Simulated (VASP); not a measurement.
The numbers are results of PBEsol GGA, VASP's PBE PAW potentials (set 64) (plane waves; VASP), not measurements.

A VASP calculation is set up with these files.

### INCAR
```
# general
SYSTEM  = HgTe
PREC    = Accurate
ENCUT   = 400
LREAL   = F
LASPH   = T

# electronic loop
EDIFF   = 1E-6
NELM    = 100
ALGO    = Normal
LMAXMIX = 6

# smearing
ISMEAR  = 0
SIGMA   = 0.05

# functional
GGA     = PS

# ions
IBRION  = 2
NSW     = 60
ISIF    = 3
EDIFFG  = -0.01

# output
LWAVE   = F
LCHARG  = F
```

### POSCAR
```
HgTe
1
    4.0500000000     0.0000000000     0.0000000000
   -2.0250000000     3.5074030000     0.0000000000
    0.0000000000     0.0000000000     6.7500000000
Hg Te
2 2
Direct
  0.0000000000   0.0000000000   0.0000000000
  0.0000000000   0.0000000000   0.5000000000
  0.3333330000   0.6666670000   0.2500000000
  0.6666670000   0.3333330000   0.7500000000
```

KPOINTS:
```
K-points
0
G
  7 7 4
0 0 0
```

POTCAR, in this order: Hg Te (PBE.64 set). Program: vasp_std.

Energy and stress use the plane-wave basis of the starting cell. Unless said otherwise, spin-orbit coupling is left out, though it shifts the bands of the heavy elements here.

### Question
Predict the energy per atom (σ→0), volume per atom, band gap (on the k-mesh).

### Answer

* **energy per atom (σ→0)**: -2.038 eV/atom
* **band gap (on the k-mesh)**: none (metal, semimetal or under 0.01 eV)
* **volume per atom**: 27.48 Å³/atom

**OSZICAR**
```
...
DAV:   1    -0.815827480545E+01   -0.34517E-02   -0.72723E-02  1134   0.271E+00    0.436E-01
DAV:   2    -0.815537448349E+01    0.29003E-02   -0.83394E-03  1068   0.110E+00    0.142E-01
DAV:   3    -0.815510255959E+01    0.27192E-03   -0.81290E-04  1104   0.230E-01    0.140E-01
DAV:   4    -0.815505696933E+01    0.45590E-04   -0.93629E-05  1086   0.664E-02    0.396E-02
DAV:   5    -0.815504415006E+01    0.12819E-04   -0.54128E-05  1152   0.732E-02    0.256E-02
DAV:   6    -0.815504527222E+01   -0.11222E-05   -0.55300E-06  1026   0.247E-02    0.187E-02
DAV:   7    -0.815504450605E+01    0.76617E-06   -0.21197E-06   544   0.166E-02
   9 F= -.81550445E+01 E0= -.81528598E+01  d E =-.719726E-04
```

The structure was generated: HgTe was put into the NiAs type type (P6_3/mmc), which need not be its known phase. This run relaxes it. Symmetry was kept, so distortions that lower it aren't found.
